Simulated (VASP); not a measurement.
# GW on AlN

Aim: the quasiparticle gap of AlN, and what it costs to get it. The cell is of the zinc-blende type, one of the forms listed for this formula. The start is a computed cell from the Materials Project.

Program: VASP 6.6.1. Level of theory: LDA; plane waves and PAW (Al_GW, N_GW), in the first sound run; inputs show where later runs differ. Results are calculated unless marked as measured.

Report form: the programs' logs are mostly left out.

### Step 1. Starting point

It takes space group F-43m (No. 216, cubic). Conventional cell: a = 4.368 Å, b = 4.368 Å, c = 4.368 Å, α = 90.00°, β = 90.00°, γ = 90.00°. Al has 4 N at 1.89 Å nearest. N has 4 Al at 1.89 Å nearest. Farther neighbours and most contacts between anions are not listed.

### Step 2. Ground state

The orbitals come from a self-consistent LDA run with a tight EDIFF and a narrow smearing. KPOINTS_OPT adds the bands along a path, which shows whether the mesh holds the band edges.

INCAR

```
SYSTEM = AlN
PREC = Accurate
ENCUT = 450
EDIFF = 1E-08
NELM = 100
ISMEAR = 0
SIGMA = 0.01
LREAL = .FALSE.
ALGO = Normal
GGA = CA
NBANDS = 10
LORBIT = 11
LWAVE = .TRUE.
LCHARG = .FALSE.
KPAR = 4
```

POSCAR

```
AlN
1.0
    0.0000000000      2.1839935596      2.1839935596
    2.1839935596      0.0000000000      2.1839935596
    2.1839935596      2.1839935596      0.0000000000
Al N
1 1
Direct
    0.0000000000      0.0000000000      0.0000000000
    0.2500000000      0.2500000000      0.2500000000
```

KPOINTS

```
Automatic mesh
0
Gamma
6 6 6
0 0 0
```

KPOINTS_OPT

```
Line mode
12
Line-mode
Reciprocal
  0.00000000   0.00000000   0.00000000 GAMMA
  0.50000000   0.00000000   0.50000000 X

  0.50000000   0.00000000   0.50000000 X
  0.50000000   0.25000000   0.75000000 W

  0.50000000   0.25000000   0.75000000 W
  0.37500000   0.37500000   0.75000000 K

  0.37500000   0.37500000   0.75000000 K
  0.00000000   0.00000000   0.00000000 GAMMA

  0.00000000   0.00000000   0.00000000 GAMMA
  0.50000000   0.50000000   0.50000000 L

  0.50000000   0.50000000   0.50000000 L
  0.62500000   0.25000000   0.62500000 U

  0.62500000   0.25000000   0.62500000 U
  0.50000000   0.25000000   0.75000000 W

  0.50000000   0.25000000   0.75000000 W
  0.50000000   0.50000000   0.50000000 L

  0.50000000   0.50000000   0.50000000 L
  0.37500000   0.37500000   0.75000000 K

  0.62500000   0.25000000   0.62500000 U
  0.50000000   0.00000000   0.50000000 X
```

PAW data sets: Al_GW and N_GW (LDA family, release 64).

Run with:

```sh
> mpirun -np 4 vasp_std
```

Run time: 3.6 s. Hardware: 4 MPI ranks of AMD EPYC 9R45, shared host; peak memory 0.42 GiB; 12 s of CPU time.

Numbers from this step:

```yaml
free_energy_toten: -16.39 eV
fermi_energy: 4.962 eV
pressure: -5.285 GPa
least_gap_on_mesh_and_path: 3.221 eV
least_direct_gap_on_mesh_and_path: 4.226 eV
```

The highest empty bands on the path are converged less tightly, to about 0.1 eV. The electronic bands at the labelled points (eV, zero at the valence-band top; v1 is the highest filled band, c1 the lowest empty one):

| point | v3 | v2 | v1 | c1 | c2 |
| --- | --- | --- | --- | --- | --- |
| Γ | 0.00 | 0.00 | 0.00 | 4.23 | 12.32 |
| 0.45 of the way | -2.57 | -0.87 | -0.87 | 6.06 | 10.28 |
| X | -4.96 | -1.80 | -1.80 | 3.22 | 8.40 |
| 0.45 of the way | -4.68 | -2.34 | -2.26 | 4.29 | 9.29 |
| W | -3.83 | -3.49 | -2.74 | 5.96 | 11.24 |
| 0.45 of the way | -4.13 | -3.55 | -2.10 | 5.61 | 10.40 |
| K | -4.31 | -3.68 | -1.39 | 5.06 | 9.93 |
| 0.45 of the way | -3.84 | -1.79 | -0.28 | 7.57 | 9.68 |
| Γ | 0.00 | 0.00 | 0.00 | 4.23 | 12.32 |
| 0.55 of the way | -3.65 | -0.29 | -0.29 | 6.59 | 10.63 |
| L | -5.92 | -0.49 | -0.49 | 7.26 | 9.76 |
| 0.45 of the way | -5.47 | -1.79 | -0.79 | 7.30 | 8.83 |
| U | -4.31 | -3.68 | -1.39 | 5.06 | 9.93 |
| 0.45 of the way | -4.18 | -3.59 | -1.92 | 5.48 | 10.25 |
| W | -3.83 | -3.49 | -2.74 | 5.96 | 11.24 |
| 0.55 of the way | -5.32 | -2.03 | -1.02 | 7.20 | 8.90 |
| L | -5.92 | -0.49 | -0.49 | 7.26 | 9.76 |
| 0.55 of the way | -5.28 | -2.22 | -0.90 | 6.84 | 9.22 |
| K | -4.31 | -3.68 | -1.39 | 5.06 | 9.93 |
| jump to U | -4.31 | -3.68 | -1.39 | 5.06 | 9.93 |
| 0.55 of the way | -4.82 | -2.40 | -1.71 | 3.76 | 8.86 |
| X | -4.96 | -1.80 | -1.80 | 3.22 | 8.40 |

Of the projections kept (Al, N), the largest for each band there; the rest of the weight can lie on other orbitals:

| point | v3 | v2 | v1 | c1 | c2 |
| --- | --- | --- | --- | --- | --- |
| Γ | N 0.85 | N 0.85 | N 0.85 | N 0.72 | Al 1.00 |
| X | N 0.57 | N 0.75 | N 0.75 | Al 0.81 | Al 1.00 |
| W | N 0.56 | N 0.72 | N 0.67 | N 0.62 | N 0.65 |
| K | N 0.58 | N 0.66 | N 0.77 | Al 0.64 | Al 0.57 |
| Γ | N 0.85 | N 0.85 | N 0.85 | N 0.72 | Al 1.00 |
| L | N 0.54 | N 0.82 | N 0.82 | Al 0.65 | N 0.82 |

The cell has a gap of 3.22 eV on mesh and path and a pressure of -5.3 GPa, which holds the misfit of the given cell and coordinates with this functional, and any error of cutoff, mesh and data sets.

### Step 3. Empty bands, functional LDA

The next step needs empty bands that the ground-state run didn't converge, so the Hamiltonian is diagonalised exactly for NBANDS bands, in a single step. LOPTICS writes the k-derivatives of the orbitals (WAVEDER), which give the long-wavelength limit of the screening.

INCAR

```
SYSTEM = AlN
PREC = Accurate
ENCUT = 450
ISMEAR = 0
SIGMA = 0.01
LREAL = .FALSE.
GGA = CA
NBANDS = 116
ALGO = Exact
NELM = 1
LWAVE = .TRUE.
LCHARG = .FALSE.
LOPTICS = .TRUE.
NEDOS = 1000
CSHIFT = 0.1
```

POSCAR is that of step 2.

KPOINTS is that of step 2.

Run with:

```sh
> mpirun -np 4 vasp_std
```

Run time: 2.6 s. Hardware: 4 MPI ranks; peak memory 0.45 GiB.

The gap is read on the k-mesh alone, so it is an upper bound where the band edges lie off the mesh.

A gap read on the k-mesh alone can miss the band edges.

This step gave:

```yaml
gap_on_the_k_mesh: 3.221 eV
least_direct_gap_on_the_k_mesh: 4.226 eV
```

WAVECAR now holds 116 bands for 8 electrons. Its independent-particle dielectric tensor has xx, yy, zz = 4.9, 4.9, 4.9 on this mesh, which isn't tested for convergence in mesh or bands and lacks local fields.

### Step 4. evGW0

This step: evGW0 on LDA; plane waves and PAW (Al_GW, N_GW) (VASP 6.6.1).

The lowest NBANDSGW levels in G are updated for four passes while W stays fixed, so the result depends less on the starting levels.

INCAR

```
SYSTEM = AlN
PREC = Accurate
ENCUT = 450
ISMEAR = 0
SIGMA = 0.01
LREAL = .FALSE.
GGA = CA
NBANDS = 116
ALGO = EVGW0
NELMGW = 4
ENCUTGW = 180
NOMEGA = 48
PRECFOCK = Fast
NBANDSGW = 12
LWAVE = .FALSE.
LCHARG = .FALSE.
```

POSCAR is that of step 3.

KPOINTS is that of step 3.

Run with:

```sh
> mpirun -np 4 vasp_std
```

Elapsed: 4.3 min, on 4 MPI ranks; peak memory 0.8 GiB.

Numbers from this step:

- quasiparticle gap on the mesh: 5.059 eV
- smallest direct quasiparticle gap on the mesh: 6.146 eV
- gap of the starting orbitals on the mesh: 3.221 eV

QP gap by iteration, by row:

| iteration | gap (eV) | direct gap (eV) |
| --- | --- | --- |
| 1 | 4.761 | 5.84 |
| 2 | 5.01 | 6.097 |
| 3 | 5.052 | 6.138 |
| 4 | 5.059 | 6.146 |

GW takes the gap from 3.221 to 5.059 eV. The last pass still moved it by +7 meV. The value holds for 116 bands, ENCUTGW = 180 eV and this mesh, and isn't shown to be converged in them.

### Step 5. evGW

This step: evGW on LDA; plane waves and PAW (Al_GW, N_GW) (VASP 6.6.1).

The levels are updated in both G and W; wider gaps weaken the screening and open the gap further.

Edit INCAR of step 4 so:

```diff
@@ -8,3 +8,3 @@
 NBANDS = 116
-ALGO = EVGW0
+ALGO = EVGW
 NELMGW = 4
```

POSCAR is that of step 4.

KPOINTS is that of step 4.

Run with:

```sh
> mpirun -np 4 vasp_std
```

Elapsed: 4.3 min, on 4 MPI ranks; peak memory 0.79 GiB.

Numbers from this step:

- quasiparticle gap on the mesh: 5.504 eV
- smallest direct quasiparticle gap on the mesh: 6.598 eV

QP gap by iteration, by row:

| iteration | gap (eV) | direct gap (eV) |
| --- | --- | --- |
| 1 | 4.761 | 5.84 |
| 2 | 5.287 | 6.38 |
| 3 | 5.453 | 6.547 |
| 4 | 5.504 | 6.598 |

GW takes the gap from 3.221 to 5.504 eV. That is +445 meV against evGW0 on LDA. The last pass still moved it by +51 meV. The value holds for 116 bands, ENCUTGW = 180 eV and this mesh, and isn't shown to be converged in them.

### Step 6. QPGW0

This step: QPGW0 on LDA; plane waves and PAW (Al_GW, N_GW) (VASP 6.6.1).

Here the orbitals are updated too, by diagonalising a Hermitian self-energy in the bands up to NBANDSGW.

Edit INCAR of step 5 so:

```diff
@@ -8,3 +8,3 @@
 NBANDS = 116
-ALGO = EVGW
+ALGO = QPGW0
 NELMGW = 4
@@ -13,3 +13,3 @@
 PRECFOCK = Fast
-NBANDSGW = 12
+NBANDSGW = 20
 LWAVE = .FALSE.
```

POSCAR is that of step 5.

KPOINTS is that of step 5.

Run with:

```sh
> mpirun -np 4 vasp_std
```

It took 15 min on 4 MPI ranks; peak memory 1.5 GiB; 60 min of CPU time.

This step gave:

| Property | Result |
| --- | --- |
| quasiparticle gap on the mesh | 5.310 eV |
| smallest direct quasiparticle gap on the mesh | 6.294 eV |

QP gap by iteration, by row:

| iteration | gap (eV) | direct gap (eV) |
| --- | --- | --- |
| 1 | 4.765 | 5.822 |
| 2 | 5.109 | 6.153 |
| 3 | 5.254 | 6.26 |
| 4 | 5.31 | 6.294 |

GW takes the gap from 3.221 to 5.310 eV. That is +251 meV against evGW0 on LDA. The last pass still moved it by +56 meV. The value holds for 116 bands, ENCUTGW = 180 eV and this mesh, and isn't shown to be converged in them.

### Step 7. Orbitals for another starting point

This step: LDA; plane waves and PAW (Al_GW, N_GW) (VASP 6.6.1).

A hybrid converges faster from good orbitals, so a cheap LDA run writes WAVECAR first.

INCAR

```
SYSTEM = AlN
PREC = Accurate
ENCUT = 450
EDIFF = 1E-05
NELM = 100
ISMEAR = 0
SIGMA = 0.01
LREAL = .FALSE.
ALGO = Normal
GGA = CA
NBANDS = 10
LORBIT = 11
LWAVE = .TRUE.
LCHARG = .FALSE.
KPAR = 4
```

POSCAR is that of step 6.

KPOINTS is that of step 6.

Run with:

```sh
> mpirun -np 4 vasp_std
```

It took 1.4 s on 4 MPI ranks; peak memory 0.41 GiB.

This step gave:

```yaml
fermi_energy: 4.964 eV
pressure: -5.291 GPa
```

The run ends at a pressure of -5.29 GPa.

### Step 8. Another starting point

This step: HSE06; plane waves and PAW (Al_GW, N_GW) (VASP 6.6.1).

To see how much the result owes to its start, the ground state is made again with HSE06. EDIFF is tight for accurate orbitals, and a narrow smearing avoids fractional occupations.

INCAR

```
SYSTEM = AlN
PREC = Accurate
ENCUT = 450
EDIFF = 1E-08
NELM = 100
ISMEAR = 0
SIGMA = 0.01
LREAL = .FALSE.
ALGO = Normal
LHFCALC = .TRUE.
AEXX = 0.25
GGA = PE
HFSCREEN = 0.2
LASPH = .TRUE.
NBANDS = 10
PRECFOCK = Fast
LORBIT = 11
LWAVE = .TRUE.
LCHARG = .FALSE.
KPAR = 4
```

POSCAR is that of step 7.

KPOINTS is that of step 7.

The run starts from files that an earlier step left in the folder.

Run with:

```sh
> mpirun -np 4 vasp_std
```

Elapsed: 50 s, on 4 MPI ranks; peak memory 0.85 GiB; 3.3 min of CPU time.

The PAW data sets were made with LDA, a small mismatch for this functional.

Numbers from this step:

| Item | Value |
| --- | --- |
| free energy (TOTEN) | -17.44 eV |
| Fermi energy | 4.227 eV |
| gap on the k-mesh | 4.567 eV |
| least direct gap on the k-mesh | 5.565 eV |

### Step 9. Empty bands, functional HSE06

INCAR

```
SYSTEM = AlN
PREC = Accurate
ENCUT = 450
ISMEAR = 0
SIGMA = 0.01
LREAL = .FALSE.
LHFCALC = .TRUE.
AEXX = 0.25
GGA = PE
HFSCREEN = 0.2
LASPH = .TRUE.
NBANDS = 116
PRECFOCK = Fast
ALGO = Exact
NELM = 1
LWAVE = .TRUE.
LCHARG = .FALSE.
LOPTICS = .TRUE.
NEDOS = 1000
CSHIFT = 0.1
```

POSCAR is that of step 8.

KPOINTS is that of step 8.

The WAVECAR or CHGCAR of an earlier step is read.

Run with:

```sh
> mpirun -np 4 vasp_std
```

Elapsed: 3.2 min, on 4 MPI ranks; peak memory 0.93 GiB.

### Step 10. G0W0

This step: G0W0 on HSE06; plane waves and PAW (Al_GW, N_GW) (VASP 6.6.1).

One pass of GW corrects the levels to first order, with G and W from the starting orbitals.

INCAR

```
SYSTEM = AlN
PREC = Accurate
ENCUT = 450
ISMEAR = 0
SIGMA = 0.01
LREAL = .FALSE.
LHFCALC = .TRUE.
AEXX = 0.25
GGA = PE
HFSCREEN = 0.2
LASPH = .TRUE.
NBANDS = 116
PRECFOCK = Fast
ALGO = EVGW0
NELMGW = 1
ENCUTGW = 180
NOMEGA = 48
NBANDSGW = 12
LWAVE = .FALSE.
LCHARG = .FALSE.
```

POSCAR is that of step 9.

KPOINTS is that of step 9.

The WAVECAR or CHGCAR of an earlier step is read.

Run with:

```sh
> mpirun -np 4 vasp_std
```

Wall time 72 s (4 MPI ranks); peak memory 1.1 GiB.

This step gave:

* quasiparticle gap on the mesh: 5.320 eV
* smallest direct quasiparticle gap on the mesh: 6.468 eV
* gap of the starting orbitals on the mesh: 4.567 eV

GW takes the gap from 4.567 to 5.320 eV. That is +559 meV against the one-shot pass on LDA. The value holds for 116 bands, ENCUTGW = 180 eV and this mesh, and isn't shown to be converged in them.

### Step 11. Summary

This step: GW series: evGW0 on LDA, evGW on LDA, QPGW0 on LDA, G0W0 on HSE06; plane waves and PAW (VASP 6.6.1).

This step runs nothing: it gathers the runs above.

Cost is wall time times ranks on a shared host, with the step that makes the empty bands. GW runs:

| level | bands | ENCUTGW (eV) | NOMEGA | k mesh | starting gap (eV) | quasiparticle gap (eV) | direct gap (eV) | cost (core minutes) |
| --- | --- | --- | --- | --- | --- | --- | --- | --- |
| evGW0 on LDA | 116 | 180 | 48 | 6x6x6 | 3.221 | 5.059 | 6.146 | 17.51 |
| evGW on LDA | 116 | 180 | 48 | 6x6x6 | 3.221 | 5.504 | 6.598 | 17.51 |
| QPGW0 on LDA | 116 | 180 | 48 | 6x6x6 | 3.221 | 5.31 | 6.294 | 60.25 |
| G0W0 on HSE06 | 116 | 180 | 48 | 6x6x6 | 4.567 | 5.32 | 6.468 | 17.6 |

### Step 12. What came out

* evGW0 on LDA, 116 bands, ENCUTGW 180 eV, NOMEGA 48, mesh 6×6×6: 3.221 → 5.059 eV
* evGW on LDA, 116 bands, ENCUTGW 180 eV, NOMEGA 48, mesh 6×6×6: 3.221 → 5.504 eV
* QPGW0 on LDA, 116 bands, ENCUTGW 180 eV, NOMEGA 48, mesh 6×6×6: 3.221 → 5.310 eV
* G0W0 on HSE06, 116 bands, ENCUTGW 180 eV, NOMEGA 48, mesh 6×6×6: 4.567 → 5.320 eV

**Reading.** evGW0 gives a quasiparticle gap of 5.059 eV on the mesh, 1.84 eV over the LDA gap on the same mesh. On mesh and path the starting valence top lies at Γ, or a path point next to it and level with it, and the conduction bottom at (0.5, 0.5, 0), so the starting gap is indirect. At the starting level the gap on the GW mesh lies within 20 meV of that on the path. Over the final values of the levels run here the gap spans 5.06 to 5.50 eV. In evGW0 the first pass, which is the one-shot result, gives 4.761 eV and pass 4 gives 5.059 eV; the last pass changed the gap by +7 meV, so the loop is converged. In evGW the first pass, which is the one-shot result, gives 4.761 eV and pass 4 gives 5.504 eV; the last pass changed the gap by +51 meV, so more passes would move it further. In QPGW0 the first pass gives 4.765 eV and pass 4 gives 5.310 eV; the last pass changed the gap by +56 meV, so more passes would move it further. One-shot gaps: 4.761 eV from LDA and 5.320 eV from HSE06. The starting gaps span 1.35 eV and the one-shot gaps 0.56 eV. Bands, response cutoff and mesh weren't tested for convergence. The given cell is kept, although it stands at -5.3 GPa at LDA and ENCUT = 450 eV, which holds the mismatch of the given cell with this functional and any basis-set error. Not tabulated here, as repeats of values shown or as unfit to read for their mesh, reference level or band range: eps2 curves (empty bands); eps1 curves and static values (empty bands); gaps (empty bands).

[Lines on the potential files, build, host, timing and source positions are cut from VASP's logs without a mark.]

[Logs are printed without paths, hosts, clocks, repeated set-up lines and the standing remarks that a program may print on its own settings, such as how far it seeks lower states.]

[Hosts, paths, dates, database ids (printed as entryN), source tags and the programs' standing remarks are cut or masked in the printed files.]

[Pressures printed for these runs are not shown converged in the cutoff: they can be off by several GPa and have the wrong sign.]
